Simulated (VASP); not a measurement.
```xyz
1
Lattice="-1.6500 1.6500 1.6500 1.6500 -1.6500 1.6500 1.6500 1.6500 -1.6500" Properties=species:S:1:pos:R:3 pbc="T T T"
Ta     0.0000     0.0000     0.0000
```

All values below come from PBE GGA, VASP's PBE PAW potentials (set 64) (plane waves; VASP). Numerical set-up: 400 eV cut-off, 14×14×14 Γ-centred mesh, tetrahedra, potentials Ta_pv.

Unless said otherwise, spin-orbit coupling is left out, though it shifts the bands of the heavy elements here.

### Question
What does the run give for the energy per atom (σ→0), pressure, band gap (on the k-mesh) with the smallest direct gap where there is one?

### Answer

| Property | Value |
|---|---|
| band gap (on the k-mesh) | none (metal, semimetal or under 0.01 eV) |
| energy per atom (σ→0) | -11.755 eV/atom |
| pressure | 4.45 GPa |

The compound is Ta in the bcc structure. The cell was not relaxed at this level. The run is one of a series of settings (ISMEAR = -4, SIGMA removed against the base run), some of them coarse on purpose.
